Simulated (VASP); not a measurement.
# SrMg: convergence with the plane-wave cutoff and SCF solver, part 2 of 3

A convergence test on SrMg: the plane-wave cutoff and SCF solver. The series runs use LDA. The start is a computed cell from the Materials Project.

VASP 6.6.1; LDA; plane waves and PAW (Sr_sv, Mg).

Still holding for the runs below: The k-mesh is coarse for a metal.

So far. Step 8 (Plane-wave cutoff: ENCUT = 370): Against the run before the energy moves by +0.77 meV an atom and the pressure by +0.05 GPa, after 11 cycles in 3.8 s.

## (9) Plane-wave cutoff: ENCUT = 460

Contents of INCAR:

```
SYSTEM = SrMg
PREC = Accurate
ENCUT = 460
EDIFF = 1E-06
NELM = 100
ISMEAR = -1
SIGMA = 0.05
LREAL = .FALSE.
ALGO = Normal
GGA = CA
NBANDS = 12
LORBIT = 11
LWAVE = .FALSE.
LCHARG = .FALSE.
KPAR = 2
ISIF = 2
```

Contents of POSCAR:

```
SrMg
1.0
    4.1903181100      0.0000000000      0.0000000000
    0.0000000000      4.1903181100      0.0000000000
    0.0000000000      0.0000000000      4.1903181100
Sr Mg
1 1
Direct
    0.5000000000      0.5000000000      0.5000000000
    0.0000000000      0.0000000000      0.0000000000
```

Contents of KPOINTS:

```
Automatic mesh
0
Gamma
5 5 5
0 0 0
```

The projector-augmented-wave data sets are Sr_sv and Mg (PBE family, release 64).

Run with:

```sh
> mpirun -np 2 vasp_std
```

Output:

```text
[... set-up lines as in an earlier step ...]
 entering main loop
       N       E                     dE             d eps       ncg     rms          rms(c)
DAV:   1     0.328765497617E+02    0.32877E+02   -0.52001E+03   248   0.727E+02
DAV:   2    -0.146090989253E+01   -0.34337E+02   -0.33547E+02   296   0.142E+02
DAV:   3    -0.377333823778E+01   -0.23124E+01   -0.23003E+01   372   0.281E+01
DAV:   4    -0.389291304278E+01   -0.11957E+00   -0.11953E+00   328   0.419E+00
[...]
DAV:   9    -0.387055303687E+01   -0.13345E-04   -0.20767E-05   300   0.304E-02    0.305E-02
DAV:  10    -0.387055863511E+01   -0.55982E-05   -0.15481E-05   368   0.236E-02    0.797E-03
DAV:  11    -0.387055882326E+01   -0.18815E-06   -0.26467E-07   168   0.302E-03
   1 F= -.38705588E+01 E0= -.38626637E+01  d E =-.157903E-01
```

Elapsed: 4.2 s, on 2 MPI ranks of AMD EPYC 7R43, shared host; peak memory 0.22 GiB.

Parts of OUTCAR (step 9):

```text
  Total       -0.8891845     -0.8891845     -0.8891845      0.0000000     -0.0000000      0.0000000
  in kB      -19.3625017    -19.3625017    -19.3625017      0.0000000     -0.0000000      0.0000000
  external PRESSURE =     -19.3625017 kB  Pullay stress =       0.0000000 kB

  FREE ENERGIE OF THE ION-ELECTRON SYSTEM (eV)
  ---------------------------------------------------
  free  energy   TOTEN  =        -3.8705588233 eV

  energy  without entropy=       -3.8547685581  energy(sigma->0) =       -3.86266369

[... 2 parts as in an earlier step ...]

[... 2 further parts left out ...]
[key lines of the parts left out:]
E-fermi :   1.6077
```

Against the run before the energy moves by -0.14 meV an atom while the pressure stays within 0.01 GPa, after 11 cycles in 4.2 s.

## (10) The plane-wave cutoff series as a table

This step: convergence of LDA results with the cutoff; plane waves and PAW (VASP 6.6.1).

This step runs nothing: it gathers the runs above.

Differences are taken from the run with ENCUT = 460. Results of the series, by row:

```tsv
setting	status	energy less the reference (meV/atom)	pressure (GPa)	SCF cycles	wall time (s)
ENCUT = 140	converged	-118.3	-10.21	10	1.6
ENCUT = 170	converged	-26.65	-3.542	11	1.8
ENCUT = 210	converged	-4.207	-2.14	11	2.2
ENCUT = 230	converged	-1.612	-2.08	11	2.6
ENCUT = 260	converged	-1.279	-2.053	11	2.6
ENCUT = 300	converged	-0.6332	-1.978	11	2.8
ENCUT = 370	converged	0.1404	-1.933	11	3.8
ENCUT = 460	converged	0	-1.936	11	4.2
```

## (11) SCF solver: ALGO = Normal

This step: LDA; plane waves and PAW (Sr_sv, Mg) (VASP 6.6.1).

All solvers should reach one answer; they differ in cycles and robustness.

Changes to INCAR since step 9:

```diff
@@ -2,3 +2,3 @@
 PREC = Accurate
-ENCUT = 460
+ENCUT = 400
 EDIFF = 1E-06
```

POSCAR is that of step 9.

KPOINTS is that of step 9.

Run with:

```sh
> mpirun -np 2 vasp_std
```

Output:

```text
[... set-up lines as in an earlier step ...]
 entering main loop
       N       E                     dE             d eps       ncg     rms          rms(c)
DAV:   1     0.372031544677E+02    0.37203E+02   -0.47200E+03   240   0.645E+02
DAV:   2    -0.114505083853E+01   -0.38348E+02   -0.37548E+02   292   0.149E+02
DAV:   3    -0.384524827490E+01   -0.27002E+01   -0.26824E+01   432   0.297E+01
DAV:   4    -0.389379492064E+01   -0.48547E-01   -0.48508E-01   304   0.389E+00
DAV:   5    -0.389527990773E+01   -0.14850E-02   -0.14849E-02   368   0.475E-01    0.152E+01
DAV:   6    -0.387927968935E+01    0.16000E-01   -0.13344E-02   296   0.884E-01    0.853E+00
DAV:   7    -0.387048268407E+01    0.87970E-02   -0.20991E-02   280   0.109E+00    0.250E-01
DAV:   8    -0.387023889724E+01    0.24379E-03   -0.21111E-03   420   0.256E-01    0.487E-02
DAV:   9    -0.387025347637E+01   -0.14579E-04   -0.25271E-05   296   0.331E-02    0.311E-02
DAV:  10    -0.387025982218E+01   -0.63458E-05   -0.15934E-05   368   0.234E-02    0.886E-03
DAV:  11    -0.387026006113E+01   -0.23895E-06   -0.29240E-07   200   0.321E-03
   1 F= -.38702601E+01 E0= -.38623651E+01  d E =-.157899E-01
```

It took 3.8 s on 2 MPI ranks; peak memory 0.2 GiB.

From OUTCAR (step 11):

```text
   ENCUT  =  400.0 eV  29.40 Ry    5.42 a.u.   6.83  6.83  6.83*2*pi/ulx,y,z

   NELECT =      12.0000    total number of electrons

 E-fermi :   1.6077

 k-point     1 :       0.0000    0.0000    0.0000
  band No.  band energies     occupation
      1     -34.1880      2.00000
      2     -16.2374      2.00000
      3     -16.2374      2.00000
      4     -16.2374      2.00000
      5      -3.1205      2.00000
      6       2.4719      0.00000
      7       2.4719      0.00000
      8       5.2993      0.00000
      9       5.2993      0.00000
     10       5.2993      0.00000
    ...

  Total       -0.8899648     -0.8899648     -0.8899648      0.0000000      0.0000000     -0.0000000
  in kB      -19.3794949    -19.3794949    -19.3794949      0.0000000      0.0000000     -0.0000000
  external PRESSURE =     -19.3794949 kB  Pullay stress =       0.0000000 kB

  FREE ENERGIE OF THE ION-ELECTRON SYSTEM (eV)
  ---------------------------------------------------
  free  energy   TOTEN  =        -3.8702600611 eV

  energy  without entropy=       -3.8544701957  energy(sigma->0) =       -3.86236513

[... 6 parts as in an earlier step ...]

[... 11 further parts left out ...]
```

This step gave:

```yaml
free_energy_toten: -3.870 eV
energy_at_zero_smearing: -3.862 eV
pressure: -1.938 GPa
```

The series starts at -1.9312 eV an atom and -1.94 GPa, after 11 cycles in 3.8 s.

## (12) SCF solver: ALGO = Fast

Changes to INCAR since step 11:

```diff
@@ -8,3 +8,3 @@
 LREAL = .FALSE.
-ALGO = Normal
+ALGO = Fast
 GGA = CA
```

POSCAR is that of step 11.

KPOINTS is that of step 11.

Run with:

```sh
> mpirun -np 2 vasp_std
```

Output:

```text
[... set-up lines as in an earlier step ...]
 entering main loop
       N       E                     dE             d eps       ncg     rms          rms(c)
[... 5 cycles as in an earlier step ...]
RMM:   6    -0.387917482746E+01    0.16105E-01   -0.11155E-02   250   0.868E-01    0.868E+00
RMM:   7    -0.387028718897E+01    0.88876E-02   -0.27125E-02   354   0.127E+00    0.259E-01
RMM:   8    -0.387015550945E+01    0.13168E-03   -0.36832E-03   329   0.304E-01    0.875E-02
RMM:   9    -0.387023083031E+01   -0.75321E-04   -0.68729E-04   373   0.115E-01    0.466E-02
RMM:  10    -0.387025161078E+01   -0.20780E-04   -0.16871E-04   365   0.608E-02    0.262E-02
RMM:  11    -0.387025884711E+01   -0.72363E-05   -0.77997E-05   367   0.362E-02    0.109E-02
RMM:  12    -0.387025988218E+01   -0.10351E-05   -0.13026E-05   308   0.143E-02    0.746E-03
RMM:  13    -0.387026004958E+01   -0.16741E-06   -0.55257E-06   310   0.137E-02
   1 F= -.38702600E+01 E0= -.38623648E+01  d E =-.157905E-01
```

The job ended after 4.4 s (2 MPI ranks; peak memory 0.2 GiB; 7.3 s of CPU time).

From OUTCAR (step 12):

```text
  Total       -0.8969628     -0.8969628     -0.8969628      0.0000000      0.0000000      0.0000000
  in kB      -19.5318798    -19.5318798    -19.5318798      0.0000000      0.0000000      0.0000000
  external PRESSURE =     -19.5318798 kB  Pullay stress =       0.0000000 kB

  FREE ENERGIE OF THE ION-ELECTRON SYSTEM (eV)
  ---------------------------------------------------
  free  energy   TOTEN  =        -3.8702600496 eV

  energy  without entropy=       -3.8544695104  energy(sigma->0) =       -3.86236478

[... 3 parts as in an earlier step ...]

[... 1 further part left out ...]
[key lines of the parts left out:]
E-fermi :   1.6077
```

Against the first of the series the energy stays within 0.01 meV an atom; the pressure moves by -0.02 GPa, after 13 cycles in 4.4 s.

## (13) SCF solver: ALGO = VeryFast

Changes to INCAR since step 12:

```diff
@@ -8,3 +8,3 @@
 LREAL = .FALSE.
-ALGO = Fast
+ALGO = VeryFast
 GGA = CA
```

POSCAR is that of step 12.

KPOINTS is that of step 12.

Run with:

```sh
> mpirun -np 2 vasp_std
```

Output:

```text
[... set-up lines as in an earlier step ...]
 entering main loop
       N       E                     dE             d eps       ncg     rms          rms(c)
RMM:   1     0.859296350594E+02    0.85930E+02   -0.30866E+03   120   0.531E+02
RMM:   2     0.197815026732E+02   -0.66148E+02   -0.90591E+02   120   0.140E+02
RMM:   3     0.249834564606E+01   -0.17283E+02   -0.24097E+02   120   0.824E+01
RMM:   4    -0.119413674115E+01   -0.36925E+01   -0.34360E+01   120   0.341E+01
[...]
RMM:  28    -0.387025379023E+01   -0.15492E-05   -0.15572E-05   214   0.894E-03    0.159E-03
RMM:  29    -0.387025501546E+01   -0.12252E-05   -0.12430E-05   204   0.750E-03    0.175E-03
RMM:  30    -0.387025599973E+01   -0.98427E-06   -0.99009E-06   178   0.652E-03
   1 F= -.38702560E+01 E0= -.38623614E+01  d E =-.157892E-01
```

It took 8.2 s on 2 MPI ranks; peak memory 0.19 GiB.

OUTCAR, selected parts (step 13):

```text
  Total       -0.8904202     -0.8904202     -0.8904202      0.0000000      0.0000000      0.0000000
  in kB      -19.3894111    -19.3894111    -19.3894111      0.0000000      0.0000000      0.0000000
  external PRESSURE =     -19.3894111 kB  Pullay stress =       0.0000000 kB

  FREE ENERGIE OF THE ION-ELECTRON SYSTEM (eV)
  ---------------------------------------------------
  free  energy   TOTEN  =        -3.8702559997 eV

  energy  without entropy=       -3.8544668296  energy(sigma->0) =       -3.86236141

[... 3 parts as in an earlier step ...]

[... 1 further part left out ...]
[key lines of the parts left out:]
E-fermi :   1.6078
```

Against the first of the series the energy stays within 0.01 meV an atom and the pressure within 0.01 GPa, after 30 cycles in 8.2 s.

## (14) SCF solver: ALGO = All

Changes to INCAR since step 13:

```diff
@@ -8,3 +8,3 @@
 LREAL = .FALSE.
-ALGO = VeryFast
+ALGO = All
 GGA = CA
```

POSCAR is that of step 13.

KPOINTS is that of step 13.

Run with:

```sh
> mpirun -np 2 vasp_std
```

Output:

```text
[... set-up lines as in an earlier step ...]
 entering main loop
       N       E                     dE             d eps       ncg     rms           ort
DAV:   1     0.372031544677E+02    0.37203E+02   -0.49085E+03   120   0.704E+02
DAV:   2    -0.114505083853E+01   -0.38348E+02   -0.37548E+02   120   0.149E+02
DAV:   3    -0.384524827490E+01   -0.27002E+01   -0.26824E+01   120   0.297E+01
DAV:   4    -0.389379492064E+01   -0.48547E-01   -0.48508E-01   120   0.389E+00
DAV:   5    -0.389527990773E+01   -0.14850E-02   -0.14849E-02   120   0.475E-01
SDA:   6    -0.386004687446E+01    0.35233E-01   -0.14849E-02   120   0.240E-01   0.000E+00
 gam= 0.000 g(H,U,f)=  0.204E-01 0.356E-02 0.491E-04 ort(H,U,f) = 0.000E+00 0.000E+00 0.000E+00
 gam= 0.000 trial= 0.400  step=  0.7159 mean=  0.4000
CGA:   7    -0.386864181649E+01   -0.85949E-02   -0.86032E-02   120   0.262E-02  -0.529E-04
 gam= 0.109 g(H,U,f)=  0.225E-02 0.372E-03 0.330E-05 ort(H,U,f) =-0.113E-02 0.107E-02 0.992E-05
 gam= 0.109 trial= 0.432  step=  0.9052 mean=  0.4316
[...]
gam= 0.396 trial= 0.503  step=  0.5748 mean=  0.5033
CGA:  11    -0.387024039102E+01   -0.38717E-04   -0.38716E-04   120   0.333E-04   0.124E-07
 gam= 0.247 g(H,U,f)=  0.316E-04 0.169E-05 0.130E-07 ort(H,U,f) = 0.410E-05-0.409E-05-0.404E-08
 gam= 0.247 trial= 0.510  step=  0.7295 mean=  0.5104
CGA:  12    -0.387025252410E+01   -0.12133E-04   -0.12133E-04   120   0.132E-04   0.413E-10
 gam= 0.397 g(H,U,f)=  0.120E-04 0.122E-05 0.691E-08 ort(H,U,f) =-0.517E-06 0.511E-06 0.586E-08
 gam= 0.397 trial= 0.532  step=  0.6740 mean=  0.5323
CGA:  13    -0.387025697441E+01   -0.44503E-05   -0.44506E-05   120   0.485E-05  -0.135E-08
 gam= 0.367 g(H,U,f)=  0.447E-05 0.379E-06 0.201E-08 ort(H,U,f) =-0.783E-06 0.778E-06 0.397E-08
 gam= 0.367 trial= 0.546  step=  0.8263 mean=  0.5465
CGA:  14    -0.387025897863E+01   -0.20042E-05   -0.20043E-05   120   0.144E-05  -0.620E-09
 gam= 0.298 g(H,U,f)=  0.141E-05 0.306E-07 0.525E-09 ort(H,U,f) =-0.122E-06 0.121E-06-0.250E-09
 gam= 0.298 trial= 0.574  step=  0.7824 mean=  0.5745
CGA:  15    -0.387025954392E+01   -0.56528E-06   -0.56510E-06   120   0.558E-06   0.474E-09
 gam= 0.387 g(H,U,f)=  0.542E-06 0.158E-07 0.453E-09 ort(H,U,f) = 0.209E-07-0.204E-07 0.391E-10
 gam= 0.387 trial= 0.595  step=  0.9051 mean=  0.5953
 final diagonalization occupied
   1 F= -.38702595E+01 E0= -.38623650E+01  d E =-.157891E-01
```

The job ended after 4.2 s (2 MPI ranks; peak memory 0.2 GiB; 7.2 s of CPU time).

From OUTCAR (step 14):

```text
  Total       -0.8915049     -0.8915049     -0.8915049     -0.0000000     -0.0000000     -0.0000000
  in kB      -19.4130306    -19.4130306    -19.4130306     -0.0000000     -0.0000000     -0.0000000
  external PRESSURE =     -19.4130306 kB  Pullay stress =       0.0000000 kB

  FREE ENERGIE OF THE ION-ELECTRON SYSTEM (eV)
  ---------------------------------------------------
  free  energy   TOTEN  =        -3.8702595439 eV

  energy  without entropy=       -3.8544704569  energy(sigma->0) =       -3.86236500

[... 3 parts as in an earlier step ...]

[... 1 further part left out ...]
[key lines of the parts left out:]
E-fermi :   1.6078
```

Against the first of the series the energy stays within 0.01 meV an atom and the pressure within 0.01 GPa, after 15 cycles in 4.2 s.

## (15) SCF solver: ALGO = Damped

Changes to INCAR since step 14:

```diff
@@ -8,3 +8,3 @@
 LREAL = .FALSE.
-ALGO = All
+ALGO = Damped
 GGA = CA
```

POSCAR is that of step 14.

KPOINTS is that of step 14.

Run with:

```sh
> mpirun -np 2 vasp_std
```

Output:

```text
[... set-up lines as in an earlier step ...]
 entering main loop
       N       E                     dE             d eps       ncg     rms           ort
DAV:   1     0.906613700112E+02    0.90661E+02   -0.43326E+03   120   0.704E+02
DAV:   2     0.616366878755E+01   -0.84498E+02   -0.81801E+02   120   0.209E+02
DAV:   3    -0.215291255055E+01   -0.83166E+01   -0.81924E+01   120   0.702E+01
DAV:   4    -0.351848189178E+01   -0.13656E+01   -0.13272E+01   120   0.242E+01
[...]
DMP:  58    -0.387023718409E+01   -0.10868E-05   -0.10543E-05   120   0.161E-05   0.269E-05
DMP:  59    -0.387023822613E+01   -0.10420E-05   -0.10100E-05   120   0.154E-05   0.257E-05
DMP:  60    -0.387023922446E+01   -0.99833E-06   -0.96945E-06   120   0.148E-05   0.247E-05
 final diagonalization occupied
   1 F= -.38702392E+01 E0= -.38623445E+01  d E =-.157894E-01
```

Wall time 9.4 s (2 MPI ranks); peak memory 0.21 GiB; 17 s of CPU time.

Parts of OUTCAR (step 15):

```text
  Total       -0.8940064     -0.8940064     -0.8940064      0.0000000     -0.0000000      0.0000000
  in kB      -19.4675030    -19.4675030    -19.4675030      0.0000000     -0.0000000      0.0000000
  external PRESSURE =     -19.4675030 kB  Pullay stress =       0.0000000 kB

  FREE ENERGIE OF THE ION-ELECTRON SYSTEM (eV)
  ---------------------------------------------------
  free  energy   TOTEN  =        -3.8702392245 eV

  energy  without entropy=       -3.8544498443  energy(sigma->0) =       -3.86234453

[... 3 parts as in an earlier step ...]

[... 1 further part left out ...]
[key lines of the parts left out:]
E-fermi :   1.6078
```

Against the first of the series the energy moves by +0.01 meV an atom and the pressure by -0.01 GPa, after 60 cycles in 9.4 s.

## (16) SCF solver: AMIX = 0.1, BMIX = 0.01

Changes to INCAR since step 15:

```diff
@@ -8,3 +8,3 @@
 LREAL = .FALSE.
-ALGO = Damped
+ALGO = Normal
 GGA = CA
@@ -16 +16,3 @@
 ISIF = 2
+AMIX = 0.1
+BMIX = 0.01
```

POSCAR is that of step 15.

KPOINTS is that of step 15.

Run with:

```sh
> mpirun -np 2 vasp_std
```

Output:

```text
[... set-up lines as in an earlier step ...]
 entering main loop
       N       E                     dE             d eps       ncg     rms          rms(c)
[... 5 cycles as in an earlier step ...]
DAV:   6    -0.388870592280E+01    0.65740E-02   -0.13770E-03   316   0.242E-01    0.135E+01
DAV:   7    -0.387113080524E+01    0.17575E-01   -0.67616E-02   272   0.174E+00    0.328E-01
DAV:   8    -0.387090554989E+01    0.22526E-03   -0.20930E-03   316   0.255E-01    0.268E-01
DAV:   9    -0.387025615254E+01    0.64940E-03   -0.22454E-03   292   0.205E-01    0.956E-02
DAV:  10    -0.387027810930E+01   -0.21957E-04   -0.15019E-04   332   0.575E-02    0.644E-02
DAV:  11    -0.387026264649E+01    0.15463E-04   -0.45806E-05   300   0.431E-02    0.803E-02
DAV:  12    -0.387026382923E+01   -0.11827E-05   -0.46849E-05   396   0.367E-02    0.374E-02
DAV:  13    -0.387026071864E+01    0.31106E-05   -0.10392E-05   312   0.218E-02    0.580E-02
DAV:  14    -0.387026014450E+01    0.57414E-06   -0.25446E-06   272   0.112E-02
   1 F= -.38702601E+01 E0= -.38623654E+01  d E =-.157895E-01
```

Wall time 4.4 s (2 MPI ranks); peak memory 0.2 GiB.

Parts of OUTCAR (step 16):

```text
  Total       -0.8898918     -0.8898918     -0.8898918     -0.0000000     -0.0000000      0.0000000
  in kB      -19.3779045    -19.3779045    -19.3779045     -0.0000000     -0.0000000      0.0000000
  external PRESSURE =     -19.3779045 kB  Pullay stress =       0.0000000 kB

 POSITION                                       TOTAL-FORCE (eV/Angst)
 -----------------------------------------------------------------------------------
      2.09516      2.09516      2.09516         0.000000      0.000000      0.000000
      0.00000      0.00000      0.00000         0.000000      0.000000      0.000000
 -----------------------------------------------------------------------------------
    total drift:                               -0.000000      0.000000      0.000000

  FREE ENERGIE OF THE ION-ELECTRON SYSTEM (eV)
  ---------------------------------------------------
  free  energy   TOTEN  =        -3.8702601445 eV

  energy  without entropy=       -3.8544706066  energy(sigma->0) =       -3.86236538

[... 2 parts as in an earlier step ...]

[... 1 further part left out ...]
[key lines of the parts left out:]
E-fermi :   1.6077
```

Against the first of the series the energy stays within 0.01 meV an atom and the pressure within 0.01 GPa, after 14 cycles in 4.4 s.

[end of part 2 of 3]

[Lines on the potential files, build, host, timing and source positions are cut from VASP's logs without a mark.]

[Logs are printed without paths, hosts, clocks, repeated set-up lines and the standing remarks that a program may print on its own settings, such as how far it seeks lower states.]

[Hosts, paths, dates, database ids (printed as entryN), source tags and the programs' standing remarks are cut or masked in the printed files.]

[A measured line is paired with the nearest computed mode of its activity, which favours agreement.]
